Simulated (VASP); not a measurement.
# Be2Ru in VASP: a series of runs

One sheet, Be2Ru, is run at these levels: PBE; tasks: single point.

Program: VASP 6.6.1. These are calculated values, not measurements. Logs are shortened: lines on timing, memory, paths and dates and some standing lists are left out, and cuts for length are marked.

**1. Starting point**

The cell holds a sheet with vacuum, 3 atoms: a = 2.601 Å, b = 2.601 Å, c = 30.884 Å, α = 90.00°, β = 90.00°, γ = 120.00°.

The cell was built by a generator and needn't be a form met in nature.

**2. Single point, PBE**

File INCAR:

```
PREC = Accurate
ENCUT = 520
EDIFF = 1E-6
ISMEAR = 0
SIGMA = 0.1
LREAL = False
LASPH = True
NELM = 100
ALGO = Fast
ISIF = 2
LWAVE = False
LCHARG = False
LDIPOL = True
IDIPOL = 3
DIPOL = 0.5 0.5 0.275
GGA = PE
NBANDS = 16
```

File KPOINTS:

```
regular mesh
0
Gamma
  24 24 1
```

File POSCAR:

```
Be2Ru
1.0
    2.6011020996      0.0000000000      0.0000000000
   -1.3005510498      2.2526204961      0.0000000000
    0.0000000000      0.0000000000     30.8837557773
Be Ru
2 1
Direct
    0.3333333333      0.6666666667      0.3344818256
    0.6666666667      0.3333333333      0.2159693605
    0.0000000000      0.0000000000      0.2752255930
```

Potentials or basis: VASP PAW PBE potentials, release 64 (Be, Ru_pv).

Started as:

```bash
cat potpaw_PBE.64/Be/POTCAR potpaw_PBE.64/Ru_pv/POTCAR > POTCAR
mpirun -np 1 vasp_std > vasp.out
```

OUTCAR:

```text
PREC = Accurate
   ENCUT = 520
   EDIFF = 1E-6
   ISMEAR = 0
   LREAL = False
   LASPH = True
   NELM = 100
   ISIF = 2
   GGA = PE

 ion  position               nearest neighbor table
   1  0.333  0.667  0.334-   3 2.37   3 2.37   3 2.37
   2  0.667  0.333  0.216-   3 2.37   3 2.37   3 2.37
   3  0.000  0.000  0.275-   2 2.37   2 2.37   2 2.37   1 2.37   1 2.37   1 2.37

  LATTYP: Found a hexagonal cell.
 ALAT       =     2.6011020996
 C/A-ratio  =    11.8733346846

  Lattice vectors:

 A1 = (   2.6011020996,   0.0000000000,   0.0000000000)
 A2 = (  -1.3005510498,   2.2526204961,   0.0000000000)
 A3 = (   0.0000000000,   0.0000000000,  30.8837557773)

Analysis of symmetry for initial positions (statically):
=====================================================================
 Subroutine PRICEL returns:
 Original cell was already a primitive cell.

 Routine SETGRP: Setting up the symmetry group for a
 hexagonal supercell.

 Subroutine GETGRP returns: Found 12 space group operations
 (whereof  6 operations were pure point group operations)
 out of a pool of 24 trial point group operations.

The static configuration has the point symmetry C_3v.
 The point group associated with its full space group is D_3d.

Analysis of symmetry for dynamics (positions and initial velocities):
=====================================================================
 Subroutine PRICEL returns:
 Original cell was already a primitive cell.

 Routine SETGRP: Setting up the symmetry group for a
 hexagonal supercell.

 Subroutine GETGRP returns: Found 12 space group operations
 (whereof  6 operations were pure point group operations)
 out of a pool of 24 trial point group operations.

The dynamic configuration has the point symmetry C_3v.
 The point group associated with its full space group is D_3d.

 Subroutine INISYM returns: Found 12 space group operations
 (whereof  6 operations are pure point group operations),
 and found     1 'primitive' translations

----------------------------------------------------------------------------------------

                                     Primitive cell

  volume of cell :     180.9571

  direct lattice vectors                    reciprocal lattice vectors
     2.601102100  0.000000000  0.000000000     0.384452421  0.221963709  0.000000000
    -1.300551050  2.252620496  0.000000000     0.000000000  0.443927418  0.000000000
     0.000000000  0.000000000 30.883755777     0.000000000  0.000000000  0.032379482

  length of vectors
     2.601102100  2.601102100 30.883755777     0.443927418  0.443927418  0.032379482

  position of ions in fractional coordinates (direct lattice)
     0.333333333  0.666666667  0.334481826
     0.666666667  0.333333333  0.215969360
     0.000000000  0.000000000  0.275225593

  ion indices of the primitive-cell ions
   primitive index   ion index
                 1           1
                 2           2
                 3           3

----------------------------------------------------------------------------------------

 KPOINTS: regular mesh

Automatic generation of k-mesh.
 Grid dimensions read from file:
 generate k-points for:   24   24    1

 Generating k-lattice:

  Cartesian coordinates                     Fractional coordinates (reciprocal lattice)
     0.016018851  0.009248488  0.000000000     0.041666667  0.000000000  0.000000000
     0.000000000  0.018496976  0.000000000     0.000000000  0.041666667  0.000000000
     0.000000000  0.000000000  0.032379482     0.000000000  0.000000000  1.000000000

  Length of vectors
     0.018496976  0.018496976  0.032379482

  Shift w.r.t. Gamma in fractional coordinates (k-lattice)
     0.000000000  0.000000000  0.000000000

 Subroutine IBZKPT returns following result:
 ===========================================

 Found     61 irreducible k-points:

 Following reciprocal coordinates:
            Coordinates               Weight
  0.000000  0.000000  0.000000      1.000000
  0.041667 -0.000000  0.000000      6.000000
  0.083333  0.000000  0.000000      6.000000
  0.125000 -0.000000  0.000000      6.000000
  0.166667  0.000000  0.000000      6.000000
  0.208333 -0.000000  0.000000      6.000000
[... 16 lines left out ...]
  0.416667  0.041667  0.000000     12.000000
  0.458333  0.041667  0.000000     12.000000
 [... further k-points ...]
   k-points           NKPTS =     61   k-points in BZ     NKDIM =     61   number of bands    NBANDS=     16
   number of dos      NEDOS =    301   number of ions     NIONS =      3
   total plane-waves  NPLWV =  96000
   dimension x,y,z NGX =    20 NGY =   20 NGZ =  240
   dimension x,y,z NGXF=    40 NGYF=   40 NGZF=  480
   ions per type =               2   1
   NGX,Y,Z   is equivalent  to a cutoff of  12.78, 12.78, 12.92 a.u.
   NGXF,Y,Z  is equivalent  to a cutoff of  25.57, 25.57, 25.84 a.u.
 SYSTEM =  unknown system
   PREC   = accura    normal or accurate (medium, high low for compatibility)
   ISTART =      0    job   : 0-new  1-cont  2-samecut
   ICHARG =      2    charge: 1-file 2-atom 10-const
   ISPIN  =      1    spin polarized calculation?
   LNONCOLLINEAR =      F non collinear calculations
   LSORBIT =      F    spin-orbit coupling
   LASPH  =      T    aspherical Exc in radial PAW
   ENCUT  =  520.0 eV  38.22 Ry    6.18 a.u.   4.84  4.84 57.42*2*pi/ulx,y,z
   NELM   =    100;   NELMIN=  2; NELMDL= -5     # of ELM steps
   EDIFF  = 0.1E-05   stopping-criterion for ELM
   LREAL  =      F    real-space projection
   EDIFFG = 0.1E-04   stopping-criterion for IOM
   NSW    =      0    number of steps for IOM
   IBRION =     -1    ionic relax: 0-MD 1-quasi-New 2-CG
   NFREE  =      0    steps in history (QN), initial steepest desc. (CG)
   ISIF   =      2    stress and relaxation
   ISYM   =      2    0-nonsym 1-usesym 2-fastsym
   POTIM  = 0.5000    time-step for ionic-motion
   TEBEG  =    0.0;   TEEND  =   0.0 temperature during run
   PSTRESS=    0.0 pullay stress
   NELECT =      18.0000    total number of electrons
   NUPDOWN=      -1.0000    fix difference up-down
   EMIN   =  10.00;   EMAX   =-10.00  energy-range for DOS
   EFERMI =   0.00;   METHOD = LEGACY
   ISMEAR =     0;   SIGMA  =   0.10  broadening in eV -4-tet -1-fermi 0-gaus
   EFERMI_NEDOS =   21; number of points for ismear=-14 and -15
   IALGO  =     68    algorithm
   IMIX   =      4    mixing-type and parameters
     AMIX     =   0.40;   BMIX     =  1.00
     AMIX_MAG =   1.60;   BMIX_MAG =  1.00
  volume/ion in A,a.u.               =      60.32       407.05
  Fermi-wavevector in a.u.,A,eV,Ry     =   0.758532  1.433417  7.828392  0.575371
  Thomas-Fermi vector in A             =   1.857124
   LORBIT       =      0    0 simple, 1 ext, 2 COOP (PROOUT), +10 PAW based schemes
   GGA     = PE    functional components
   LHFCALC =     F    Hartree Fock is set to
   AEXX    =    0.0000 exact exchange contribution
   IVDW    =     0    specifies the selected vdW correction
   LEPSILON=     F    determine dielectric tensor
   LRPA    =     F    only Hartree local field effects (RPA)
 non-spin polarized calculation
 RMM-DIIS sequential band-by-band and
 Gauss-broadening in eV      SIGMA  =   0.10
  energy-cutoff  :      520.00
  volume of cell :      180.96
 maximum number of plane-waves:      4929
 NGX is ok and might be reduce to    20
   NGX =  9   NGY =  9   NGZ =115

 dipolmoment           0.000000      0.000000     -0.000003 electrons x Angstroem

 number of electron      18.0000000 magnetization

 dipolmoment           0.000000      0.000000      0.000001 electrons x Angstroem

 Free energy of the ion-electron system (eV)
  ---------------------------------------------------
  ext. energy  EPLUGINS =         0.00000000
  ---------------------------------------------------
  free energy    TOTEN  =       -15.25441496 eV

  energy without entropy =      -15.24571271  energy(sigma->0) =      -15.25006383

 E-fermi :  -2.2871     XC(G=0):  -2.7630

 val. band max:       -2.2906918933   @ k =   0.1667   0.0833   0.0000
 cond. band min:      -2.2751502074   @ k =   0.2083   0.0417   0.0000
 fundamental gap:      0.0155416859
 Fermi energy:        -2.2870725435

 k-point     1 :       0.0000    0.0000    0.0000
  band No.  band energies     occupation
      1     -44.8587      2.00000
      2     -44.4299      2.00000
      3     -44.4299      2.00000
      4     -10.4133      2.00000
      5      -8.0963      2.00000
      6      -7.3963      2.00000
[... 8 lines left out ...]
     15       2.4754      0.00000
     16       2.8341      0.00000

 k-point     2 :       0.0417   -0.0000    0.0000
  band No.  band energies     occupation
      1     -44.8558      2.00000
      2     -44.4494      2.00000
      3     -44.4343      2.00000
      4     -10.3557      2.00000
      5      -8.0757      2.00000
      6      -7.3443      2.00000
[... 8 lines left out ...]
     15       2.5265      0.00000
     16       2.8875      0.00000

 k-point     3 :       0.0833    0.0000    0.0000
  band No.  band energies     occupation
      1     -44.8471      2.00000
      2     -44.5063      2.00000
      3     -44.4474      2.00000
      4     -10.1868      2.00000
      5      -8.0161      2.00000
      6      -7.1923      2.00000
[... 8 lines left out ...]
     15       2.6797      0.00000
     16       3.0470      0.00000
[... 362 lines left out ...]
 k-point    23 :       0.4167    0.0417    0.0000
  band No.  band energies     occupation
      1     -45.4714      2.00000
      2     -44.6894      2.00000
      3     -44.6884      2.00000
      4      -8.0556      2.00000
      5      -7.5632      2.00000
      6      -5.6615      2.00000
[... 8 lines left out ...]
     15       6.3681      0.00000
     16       6.9943      0.00000

 k-point    24 :       0.4583    0.0417    0.0000
  band No.  band energies     occupation
      1     -45.5057      2.00000
      2     -44.6972      2.00000
      3     -44.6835      2.00000
      4      -8.1020      2.00000
      5      -7.5739      2.00000
      6      -5.3589      2.00000
[... 8 lines left out ...]
     15       6.2150      0.00000
     16       6.5195      0.00000

 [... further k-points ...]

------------------------ aborting loop because EDIFF is reached ----------------------------------------

 vacuum level on the upper side and lower side of the slab       (xc-potential included)        -0.008        -0.009

  FORCE on cell =-STRESS in cart. coord.  units (eV):
  Direction    XX          YY          ZZ          XY          YZ          ZX
  --------------------------------------------------------------------------------------
  -------------------------------------------------------------------------------------
  Total        0.0132490      0.0132490      0.0166719      0.0000000      0.0000000      0.0000000
  in kB        0.1173052      0.1173052      0.1476114      0.0000000      0.0000000      0.0000000
  external PRESSURE =       0.1274073 kB  Pullay stress =       0.0000000 kB

 VOLUME and BASIS-vectors are now :
 -----------------------------------------------------------------------------
  energy-cutoff  :      520.00
  volume of cell :      180.96
      direct lattice vectors                 reciprocal lattice vectors
     2.601102100  0.000000000  0.000000000     0.384452421  0.221963709  0.000000000
    -1.300551050  2.252620496  0.000000000     0.000000000  0.443927418  0.000000000
     0.000000000  0.000000000 30.883755777     0.000000000  0.000000000  0.032379482

 POSITION                                       TOTAL-FORCE (eV/Angst)
 -----------------------------------------------------------------------------------
     -0.00000      1.50175     10.33006         0.000000      0.000000      0.008169
      1.30055      0.75087      6.66994        -0.000000      0.000000     -0.008169
      0.00000      0.00000      8.50000         0.000000      0.000000      0.000000
 -----------------------------------------------------------------------------------
    total drift:                                0.000000      0.000000      0.000094

  FREE ENERGIE OF THE ION-ELECTRON SYSTEM (eV)
  ---------------------------------------------------
  free  energy   TOTEN  =       -15.2544149564 eV

  energy  without entropy=      -15.2457127054  energy(sigma->0) =      -15.25006383

 vacuum level on the upper side and lower side of the slab         2.400         2.400
```

Wall time 4.2 min (1 thread of Intel Xeon Platinum 8488C (Sapphire Rapids), shared host); peak memory 0.41 GiB.

Results:

* Free energy: -15.2544 eV
* Largest force: 0.008 eV/Å
* Band gap on the k mesh: none (metal or under the smearing width)

Forces in eV/Å, atoms in the order of the input:
```
Be   0.000  0.000  0.008
Be   0.000  0.000 -0.008
Ru   0.000  0.000  0.000
```

**3. Single point, PBE (species swapped into a sheet of the ErSe2 type)**

File INCAR:

```
SYSTEM = Be2Ru
PREC     = Accurate       ! precision mode
ENCUT    = 520            ! plane-wave cutoff, eV
EDIFF    = 1E-6           ! SCF threshold, eV
ISMEAR   = 0              ! smearing method
SIGMA    = 0.1            ! smearing width, eV
LREAL    = .FALSE.        ! projectors in reciprocal space
LASPH    = .TRUE.         ! aspherical terms in the spheres
NELM     = 100            ! most SCF steps
ALGO     = Fast           ! electronic algorithm
ISIF     = 2              ! what is computed and relaxed
LWAVE    = .FALSE.        ! write WAVECAR
LCHARG   = .FALSE.        ! write CHGCAR
LDIPOL   = .TRUE.       
IDIPOL   = 3            
DIPOL    = 0.5 0.5 0.275
GGA      = PE             ! functional
NBANDS   = 16             ! bands
```

File KPOINTS:

```
Automatic mesh
0
G
  24 24 1
  0 0 0
```

File POSCAR:

```
Be2Ru
1.0
    2.5791999350      0.0000000000      0.0000000000
   -1.2895999675      2.2336526652      0.0000000000
    0.0000000000      0.0000000000     30.8837557773
Be Ru
2 1
Direct
    0.3333333333      0.6666666667      0.3354751914
    0.6666666667      0.3333333333      0.2149759947
    0.0000000000      0.0000000000      0.2752255930
```

Potentials or basis: VASP PAW PBE potentials, release 64 (Be, Ru_pv).

Started as:

```bash
cat potpaw_PBE.64/Be/POTCAR potpaw_PBE.64/Ru_pv/POTCAR > POTCAR
mpirun -np 1 vasp_std > vasp.out
```

It took 4.1 min on 1 thread of Intel Xeon Platinum 8488C (Sapphire Rapids), shared host; peak memory 0.4 GiB.

It converged, with:

```yaml
Free_energy: -15.2493 eV
Largest_force: 0.051 eV/Å
Band_gap_on_the_k_mesh: none (metal or under the smearing width)
```

Forces on the atoms (eV/Å):
```
Be   0.000  0.000 -0.051
Be   0.000  0.000  0.051
Ru   0.000  0.000  0.000
```

Levels at points of the mesh, in eV from the Fermi level:
| k point | band 6 | band 7 | band 8 | band 9 | band 10 | band 11 | band 12 | band 13 |
| --- | --- | --- | --- | --- | --- | --- | --- | --- |
| (0.00, 0.00, 0.00) | -5.23 | -2.21 | -2.21 | -1.49 | -0.40 | 0.61 | 0.61 | 4.28 |
| (0.50, 0.00, 0.00) | -3.09 | -1.62 | -0.59 | 0.27 | 2.47 | 2.66 | 3.56 | 3.89 |
